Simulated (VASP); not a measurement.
# A VASP study of TiB2 (PBEsol): structure first, properties next, part 3 of 5

Wanted: the relaxed cell of TiB2 and its properties. The start is a cell from a database of measured crystal structures.

VASP 6.6.1; PBEsol; plane waves and PAW (Ti_sv, B).

So far. Step 5 (Bands along the symmetry lines (PBEsol)): Of the bands kept, 2 cross the Fermi level on this path. The relaxed cell has a = 3.017, c = 3.191 Å (conventional setting).

## Step 6: Density of states (PBEsol)

Here the states are counted by energy and projected on the atoms. The mesh is finer than in the run before.

File INCAR:

```
SYSTEM = TiB2
PREC = Accurate
ENCUT = 420
EDIFF = 1E-06
NELM = 100
ISMEAR = -5
SIGMA = 0.05
LREAL = .FALSE.
ALGO = Normal
GGA = PS
NBANDS = 22
LASPH = .TRUE.
LORBIT = 11
LWAVE = .FALSE.
LCHARG = .FALSE.
KPAR = 2
NEDOS = 2001
```

File POSCAR:

```
TiB2
1.0
    3.0166664090      0.0000000000      0.0000000000
   -1.5083332045      2.6125097449      0.0000000000
    0.0000000000      0.0000000000      3.1914937477
Ti B
1 2
Direct
    0.0000000000      0.0000000000      0.0000000000
    0.3333333333      0.6666666667      0.5000000000
    0.6666666667      0.3333333333      0.5000000000
```

File KPOINTS:

```
Automatic mesh
0
Gamma
15 15 12
0 0 0
```

The projector-augmented-wave data sets are Ti_sv and B (PBE family, release 64).

Launch:

```bash
> mpirun -np 2 vasp_std
```

The log of the run:

```text
[... set-up lines as in an earlier step ...]
 entering main loop
       N       E                     dE             d eps       ncg     rms          rms(c)
DAV:   1     0.115739263811E+03    0.11574E+03   -0.71036E+03  8442   0.811E+02
DAV:   2    -0.242432604931E+02   -0.13998E+03   -0.13255E+03  8900   0.252E+02
DAV:   3    -0.307220267332E+02   -0.64788E+01   -0.63975E+01  9878   0.550E+01
DAV:   4    -0.308483992254E+02   -0.12637E+00   -0.12623E+00  9276   0.725E+00
DAV:   5    -0.308506802833E+02   -0.22811E-02   -0.22807E-02  9914   0.904E-01    0.175E+01
DAV:   6    -0.258013030563E+02    0.50494E+01   -0.12404E+01 10162   0.355E+01    0.382E+00
DAV:   7    -0.257904678004E+02    0.10835E-01   -0.76318E-01  9608   0.780E+00    0.357E+00
DAV:   8    -0.257915852916E+02   -0.11175E-02   -0.57248E-02 11066   0.177E+00    0.575E-01
DAV:   9    -0.257877816694E+02    0.38036E-02   -0.30124E-02  9224   0.178E+00    0.283E-01
DAV:  10    -0.257873046045E+02    0.47706E-03   -0.14735E-03  9874   0.382E-01    0.754E-02
DAV:  11    -0.257873348827E+02   -0.30278E-04   -0.37800E-04  9814   0.153E-01    0.337E-02
DAV:  12    -0.257873378483E+02   -0.29656E-05   -0.25604E-05  9428   0.513E-02    0.754E-03
DAV:  13    -0.257873339502E+02    0.38981E-05   -0.38866E-06  9950   0.186E-02    0.411E-03
DAV:  14    -0.257873332465E+02    0.70364E-06   -0.32028E-07  5492   0.521E-03
   1 F= -.25787333E+02 E0= -.25787333E+02  d E =0.000000E+00
 -----------------------------------------------------------------------------
|                                                                             |
|           W    W    AA    RRRRR   N    N  II  N    N   GGGG   !!!           |
|           W    W   A  A   R    R  NN   N  II  NN   N  G    G  !!!           |
|           W    W  A    A  R    R  N N  N  II  N N  N  G       !!!           |
|           W WW W  AAAAAA  RRRRR   N  N N  II  N  N N  G  GGG   !            |
|           WW  WW  A    A  R   R   N   NN  II  N   NN  G    G                |
|           W    W  A    A  R    R  N    N  II  N    N   GGGG   !!!           |
|                                                                             |
|     Tetrahedron method does not include variations of the Fermi             |
|     occupations, so forces and stress will be inaccurate. We suggest        |
|     using a different smearing scheme ISMEAR = 1 or 2 for metals in         |
|     relaxations.                                                            |
|                                                                             |
 -----------------------------------------------------------------------------
```

Wall time 70 s (2 MPI ranks of AMD EPYC 7R43, shared host); peak memory 0.31 GiB.

Parts of OUTCAR (step 6):

```text
   k-points           NKPTS =    189   k-points in BZ     NKDIM =    189   number of bands    NBANDS=     22

   NELECT =      18.0000    total number of electrons

 E-fermi :  10.2143

 k-point     1 :       0.0000    0.0000    0.0000
  band No.  band energies     occupation
    ...
      5      -3.4374      2.00000
      6       7.4421      2.00000
      7       7.4421      2.00000
      8       7.8988      2.00000
      9       7.9506      2.00000
     10      12.0857      0.00000
     11      12.0857      0.00000
     12      13.9514      0.00000
     13      13.9514      0.00000
     14      15.9206      0.00000
    ...

  Total        0.0537372      0.0537372     -0.1906263      0.0000000     -0.0000000      0.0000000
  in kB        3.4229986      3.4229986    -12.1426731      0.0000000     -0.0000000      0.0000000
  external PRESSURE =      -1.7655586 kB  Pullay stress =       0.0000000 kB

 POSITION                                       TOTAL-FORCE (eV/Angst)
 -----------------------------------------------------------------------------------
      0.00000      0.00000      0.00000         0.000000      0.000000      0.000000
     -0.00000      1.74167      1.59575        -0.000000      0.000000      0.000000
      1.50833      0.87084      1.59575         0.000000      0.000000      0.000000
 -----------------------------------------------------------------------------------
    total drift:                               -0.000000      0.000000      0.000000

  FREE ENERGIE OF THE ION-ELECTRON SYSTEM (eV)
  ---------------------------------------------------
  free  energy   TOTEN  =       -25.7873332465 eV

  energy  without entropy=      -25.7873332465  energy(sigma->0) =      -25.78733325

[... 6 parts as in an earlier step ...]

[... 10 further parts left out ...]
```

With tetrahedra the forces and stress of a metal are not exact derivatives of the energy.

This step gave:

| Quantity | Value |
| --- | --- |
| SCF cycles | 14 |
| irreducible k-points | 189 |
| free energy (TOTEN) | -25.79 eV |
| Fermi energy | 10.21 eV |
| pressure | -0.1766 GPa |
| DOS at the Fermi level | 0.2304 states/eV/cell |

The density of states has structure finer than the step of the table below, so its rows give means over 1 eV, whole bins alone (the curve runs from -12.0 to 7.93 eV). Peaks (eV: height): total -3.2: 2.78, 2.9: 3.78, 4.6: 1.87, 7.2: 1.55; Ti d -3.2: 0.734, 2.4: 2.11, 2.9: 3.05, 4.6: 1.31; B p -3.2: 0.931, 3.0: 0.341, 7.2: 0.541; Ti p -11.5: 0.0275, -3.2: 0.142, 7.2: 0.0399; B s -9.9: 0.361, -8.2: 0.2, 4.6: 0.125, 7.1: 0.110.

States under -12.0 eV and over 7.9 eV are left out. Density of states against energy, zero at the Fermi level; means over each step; values in states/eV/cell:

```
energy (eV)  total    Ti d     B p     Ti p      B s     Ti s
        -11  0.563  0.0205  0.0443   0.0257    0.259   0.0178
        -10  0.686  0.0521  0.0809   0.0224    0.291   0.0126
         -9  0.307  0.0219  0.0533   0.0116    0.112  0.00564
         -8  0.591  0.0481   0.150   0.0211    0.166   0.0102
         -7  0.574  0.0547   0.174   0.0168    0.108   0.0208
         -6  0.778  0.0813   0.287   0.0273   0.0700   0.0332
         -5   1.06   0.151   0.439   0.0366   0.0520   0.0269
         -4   1.41   0.241   0.561   0.0704   0.0273   0.0208
         -3   1.78   0.507   0.585   0.0775  0.00752  0.00497
         -2  0.943   0.458   0.171   0.0137  0.00377  0.00111
         -1  0.640   0.372  0.0854  0.00345  0.00116   6.9e-4
          0  0.379   0.259  0.0375   8.5e-4   4.1e-4   2.8e-4
          1   1.13   0.811   0.106  0.00499  0.00468  0.00104
          2   2.12    1.60   0.189   0.0115   0.0274  0.00747
          3   2.42    1.87   0.241   0.0150   0.0476  0.00515
          4   1.24   0.799   0.182   0.0185   0.0583   0.0180
          5  0.886   0.530   0.125   0.0174   0.0523   0.0284
          6  0.909   0.376   0.225   0.0315   0.0451   0.0229
          7   1.26   0.318   0.422   0.0345   0.0761   0.0263
```

The finer mesh and the other smearing move the Fermi level by +0.17 eV from the 10×10×8 run, one measure of the sampling error in the zero of the bands above. Of the states within 0.3 eV of the Fermi level, the largest shares in the PAW spheres are Ti d 68 % and B p 10 %. The rest lies in smaller channels or between the spheres.

[end of part 3 of 5]

[Lines on the potential files, build, host, timing and source positions are cut from VASP's logs without a mark.]

[Logs are printed without paths, hosts, clocks, repeated set-up lines and the standing remarks that a program may print on its own settings, such as how far it seeks lower states.]

[Hosts, paths, dates, database ids (printed as entryN), source tags and the programs' standing remarks are cut or masked in the printed files.]

[A measured line is paired with the nearest computed mode of its activity, which favours agreement.]
